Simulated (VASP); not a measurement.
Given:

```xyz
2
Lattice="0.0000 3.6057 3.6057 3.6057 0.0000 3.6057 3.6057 3.6057 0.0000" Properties=species:S:1:pos:R:3 pbc="T T T"
K      0.0000     0.0000     0.0000
I      3.6057     3.6057     3.6057
```

These are PBE GGA, VASP's PBE PAW potentials (set 64) (plane waves; VASP) values and carry that method's errors. Settings: 400 eV cut-off, 6×6×6 Γ-centred mesh, Fermi-Dirac smearing of 0.010 eV, potentials K_sv I.

Unless said otherwise, spin-orbit coupling is left out, though it shifts the bands of the heavy elements here.

Question: Estimate the energy per atom (σ→0), band gap (on the k-mesh) with the smallest direct gap where there is one.

Answer: 
* **band gap (on the k-mesh)**: 3.83 eV
* **smallest direct gap (on the k-mesh)**: 3.83 eV
* **energy per atom (σ→0)**: -2.782 eV/atom

The compound is KI in the rock salt structure. The cell was not relaxed at this level. The run is one of a series of settings (ISMEAR = -1, SIGMA = 0.01 against the base run), some of them coarse on purpose.
